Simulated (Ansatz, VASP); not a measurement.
# VOs in two plane-wave programs, part 2 of 2

Wanted: the spread between two codes on one cell, functional and k mesh. The cell is taken from a series of runs on this material, whose earlier steps may have relaxed, scaled, displaced or heated it; both programs get it as it stands.

VASP 6.6.1 and Ansatz 0.2.0.

So far: The starting structure; VASP: relaxation of cell and atoms, PBEsol; Ansatz: relaxation of cell and atoms, PBEsol; Side by side.

### 5. Ansatz: zone-centre phonons, PBEsol

Level of this step: Ansatz beside VASP: Kohn-Sham DFT, plane waves, PBEsol (Ansatz).

Second derivatives magnify differences that forces hide, and they need a tight electronic threshold.

The cell is taken from a series of runs on this material, whose earlier steps may have relaxed, scaled, displaced or heated it; both programs get it as it stands.

File input.yaml:

```yaml
crystal:
  lattice:
    - [2.9878150098, 0.0, 0.0]
    - [0.0, 2.9878150098, 0.0]
    - [0.0, 0.0, 2.9878150098]
  atoms:
    - { symbol: V, position: [0.0, 0.0, 0.0] }
    - { symbol: Os, position: [0.5, 0.5, 0.5] }
kpoints:
  mp_grid: { grid: [16, 16, 16] }
hamiltonian:
  xc: pbesol
  pseudopotentials: { kind: paw, azcp: { folder: soft_1 }, xc_functional: pbe }
scf:
  occupations: { method: methfessel_paxton, width: 0.2 }
output:
  eigenvalues: true
phonons:
  method: dfpt
```

Launch:

```console
$ ansatz run input.yaml --threads 4 --pin off --max-ram 10240MiB --backend cpu --events-out ev --progress --plain --runs-dir out
```

Numbers of over 12 decimals in the logs are rounded to 6 here.

The program printed:

```text
[...]
Crystal: 2 atoms, lattice volume = 26.672 Å³
Basis set: ecut = 420 eV, 485 PW (Γ), exchange–correlation on 40×40×40 points (8 copies of the dense FFT grid, shifted against one another)
Bands: 19, of which v1, the nominal top of the filled ones, is band 15 counted from 1 (14 counted from 0)
Symmetry: 48 space group operations
k-points: 405 of 4096 (irreducible under 8 space group operations, time reversal used)
[...]
k mesh reduced under 8 symmetry operations, with k and −k counted as one. Each operation leaves every solved perturbation unchanged. A smaller set is not used because it would not reduce the number of displacements times k-points to solve
  ASR residual: 2.073e-4 → 0.000e0 eV/Å²; symmetrization residual: 1.261e-5 eV/Å²
  ASR residual per site (eV/Å²): 2.77e-7 2.07e-4
  Γ frequencies (cm⁻¹): 0.00 0.00 0.00 109.24 109.24 109.24
  non-analytic LO–TO correction: not included (Born effective charges unavailable; polar crystals: no LO–TO splitting at Γ)
[key lines of the parts left out:]
SCF converged after 9 iterations
Free energy (F): -14138.059508 eV
Fermi energy:    22.540048 eV
```

### 6. VASP: zone-centre phonons, PBEsol

The same cell, functional, mesh and smearing now go to VASP, with its own data sets.

File INCAR:

```
SYSTEM = VOs
PREC = Accurate
ENCUT = 600
EDIFF = 1E-08
NELM = 120
ISMEAR = 1
SIGMA = 0.2
LREAL = .FALSE.
ALGO = Normal
GGA = PS
NBANDS = 16
LASPH = .TRUE.
LORBIT = 11
LWAVE = .FALSE.
LCHARG = .FALSE.
ISIF = 2
IBRION = 8
GGA_COMPAT = .FALSE.
KPAR = 2
```

File POSCAR:

```
VOs
1.0
    2.9878150098      0.0000000000      0.0000000000
    0.0000000000      2.9878150098      0.0000000000
    0.0000000000      0.0000000000      2.9878150098
V Os
1 1
Direct
    0.0000000000      0.0000000000      0.0000000000
    0.5000000000      0.5000000000      0.5000000000
```

File KPOINTS:

```
Automatic mesh
0
Gamma
16 16 16
0 0 0
```

The projector-augmented-wave data sets are V_sv and Os (PBE family, release 64).

Launch:

```console
$ mpirun -np 2 vasp_std
```

The program printed:

```text
[banner, memory and clock lines left out]
running    2 mpi-ranks, on    1 nodes
[...]
[... a notice as in an earlier step ...]

 LDA part: xc-table for (Slater+PW92), standard interpolation
 POSCAR, INCAR and KPOINTS ok, starting setup
[...]
entering main loop
       N       E                     dE             d eps       ncg     rms          rms(c)
DAV:   1     0.183294778922E+03    0.18329E+03   -0.11708E+04  5280   0.153E+03
DAV:   2    -0.182237030384E+02   -0.20152E+03   -0.19677E+03  5752   0.442E+02
DAV:   3    -0.248770224882E+02   -0.66533E+01   -0.65475E+01  6112   0.806E+01
DAV:   4    -0.249547646656E+02   -0.77742E-01   -0.77251E-01  5656   0.889E+00
[...]
DAV:  14    -0.223332329115E+02   -0.60159E-08   -0.13289E-06  5984   0.110E-02    0.661E-03
DAV:  15    -0.223332328537E+02    0.57768E-07   -0.94207E-08  5400   0.338E-03    0.678E-04
DAV:  16    -0.223332328512E+02    0.24820E-08   -0.29435E-09  2904   0.671E-04
   1 F= -.22333233E+02 E0= -.22333018E+02  d E =-.643472E-03
[...]
RMM:  12    -0.987921536113E+00    0.31650E-06    0.10111E-07 23979   0.251E-04    0.462E-06
RMM:  13    -0.987921516275E+00    0.19838E-07   -0.24667E-08 23647   0.142E-04    0.309E-06
RMM:  14    -0.987921507530E+00    0.87447E-08    0.24911E-08 21954   0.894E-05    0.234E-06
 first order change of Fermi-energy   0.16712E-02
 force on displaced ion       1 direction 1 :  -1.910  -0.000   0.000
 Linear response progress:
  Degree of freedom:   2/  2
       N       E                     dE             d eps       ncg     rms          rms(c)
RMM:   1    -0.206480507375E+00   -0.20648E+00   -0.96498E-02 25044   0.279E+00
RMM:   2    -0.207735285183E+00   -0.12548E-02   -0.34407E-03 18275   0.513E-01    0.196E-01
RMM:   3    -0.207211765726E+00    0.52352E-03   -0.30552E-04 19295   0.125E-01    0.116E-01
RMM:   4    -0.207431270740E+00   -0.21951E-03   -0.52998E-04 19194   0.158E-01    0.170E-02
[...]
RMM:  11    -0.207418256331E+00    0.99103E-07   -0.17299E-10 19743   0.411E-05    0.663E-06
RMM:  12    -0.207418269597E+00   -0.13267E-07    0.10308E-11 20528   0.145E-05    0.134E-06
RMM:  13    -0.207418271566E+00   -0.19688E-08   -0.24188E-10 18771   0.390E-06    0.425E-07
 first order change of Fermi-energy  -0.12427E-02
 force on displaced ion       2 direction 1 :  -1.930  -0.000   0.000
 Linear response finished
```

From OUTCAR (step 6):

```text
  Total        0.0680188      0.0680188      0.0680188      0.0000000      0.0000000     -0.0000000
  in kB        4.0858129      4.0858129      4.0858129      0.0000000      0.0000000     -0.0000000
  external PRESSURE =       4.0858129 kB  Pullay stress =       0.0000000 kB

 POSITION                                       TOTAL-FORCE (eV/Angst)
 -----------------------------------------------------------------------------------
      0.00000      0.00000      0.00000         0.000000      0.000000      0.000000
      1.49391      1.49391      1.49391         0.000000      0.000000      0.000000
 -----------------------------------------------------------------------------------
    total drift:                                0.000000      0.000000      0.000000

[... 2 further parts left out ...]
```

### 7. Side by side

What differs besides the data sets and the points named for the pairs above, as far as they apply: the data sets hold 29 valence electrons in Ansatz (on its PAW soft_1 files) and 21 in VASP. Total energies have different zeros and are not compared.

Both answers:

```tsv
quantity	Ansatz	VASP	difference
optical mode 1 to 3 (cm⁻¹)	109.2	113.8	-4.01 %
```

Modes are paired by rising frequency, not by their patterns, so a pair may set unlike modes beside each other; they are those without the splitting of longitudinal modes.

### 8. Results

| Property | Result |
| --- | --- |
| difference in volume (relaxation of cell and atoms, PBEsol) | -0.12 % |
| r.m.s. difference of the optical zone-centre modes, each program's sorted by frequency (zone-centre phonons, PBEsol) | 4.6 cm⁻¹ |
| difference in optical mode 1 to 3 (zone-centre phonons, PBEsol) | -4.0 % |

What this shows: The difference in volume is -0.12 % (relaxation of cell and atoms, PBEsol), within the 1.2 % picked in this series as the mark of a large difference, as far as the stopping tolerances let one tell. The data sets hold unlike numbers of valence electrons (29 in Ansatz and 21 in VASP), so part of the differences comes from the potentials. Among the rows given in per cent, the largest difference of the zone-centre phonons, PBEsol pair is in optical mode 1 to 3, -4.0 %. 1 further run of this series is not shown here. How closely two codes agree says nothing of how well the functional describes the real material.

[Lines on the potential files, build, host, timing and source positions are cut from VASP's logs without a mark.]

[Logs are printed without paths, hosts, clocks, repeated set-up lines and the standing remarks that a program may print on its own settings, such as how far it seeks lower states.]

[Hosts, paths, dates, database ids (printed as entryN), source tags and the programs' standing remarks are cut or masked in the printed files.]
